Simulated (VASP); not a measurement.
A convergence study with VASP on TiO$_{2}$ (rutile): one setting is varied, all else stays as given below, so the limit is that of these other settings.

```
TiO2
1.0
    4.59000     0.00000     0.00000
    0.00000     4.59000     0.00000
    0.00000     0.00000     2.96000
Ti O
2 4
Direct
  0.00000   0.00000   0.00000
  0.50000   0.50000   0.50000
  0.30500   0.30500   0.00000
  0.80500   0.19500   0.50000
  0.19500   0.80500   0.50000
  0.69500   0.69500   0.00000
```

All values below come from LDA (Ceperley-Alder, Perdew-Zunger), VASP's LDA PAW potentials (set 64) (plane waves; VASP). The tightest run used: 700 eV cut-off, 12×12×16 Γ-centred mesh, tetrahedra with Blöchl corrections, potentials Ti_sv O.

Gaps are read on the run's mesh, which can miss a band edge.

```csv
setting,E (eV/atom),pressure (GPa),largest force (eV/Å),gap on the mesh (eV),irreducible k-points
2×2×3 mesh,-9.7786,-6.88,0.021,1.744,6
3×3×4 mesh,-9.7917,-7.05,0.008,1.778,9
4×4×5 mesh,-9.7937,-7.11,0.002,1.784,18
```

**Question.** These are the cheaper rows. Estimate the results at 12×12×16 mesh, and how far the last row shown lies from them.

**Answer.** 
```
quantity              tightest run  last row shown is off by
--------------------  ------------  ------------------------
E (eV/atom)                -9.7941                    0.0004
pressure (GPa)               -7.12                      0.01
largest force (eV/Å)         0.005                    -0.002
gap on the mesh (eV)         1.785                    -0.001
```

Left out are rungs that failed or repeat a setting and relaxations that didn't move; long series are thinned to 24 rows.

The compound is TiO2 in the rutile structure. The cell was not relaxed at this level.
